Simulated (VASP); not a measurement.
```yaml
crystal:
  lattice:
    - [1.41104, 0.81466, 4.68609]
    - [-1.41104, 0.81466, 4.68609]
    - [0.00000, -1.62933, 4.68609]
  atoms:
    - { symbol: Al, position: [0.24998, 0.24998, 0.24998] }
    - { symbol: Al, position: [0.75002, 0.75002, 0.75002] }
```

Level of theory: PBEsol GGA, VASP's PBE PAW potentials (set 64) (plane waves; VASP). Run with 400 eV cut-off, 17×17×17 Γ-centred mesh, tetrahedra with Blöchl corrections, potentials Al.

Problem. Estimate the energy per atom (σ→0), band gap (on the k-mesh) with the smallest direct gap where there is one.

Solution. 
```yaml
band gap (on the k-mesh): none (metal, semimetal or under 0.01 eV)
energy per atom (σ→0): -4.092 eV/atom
```

Only differences to runs with the same potentials and settings are physical.

The structure was generated: Al was put into the A7 type (R-3m), which need not be its known phase. It was relaxed first, which changed the volume by -11 %.
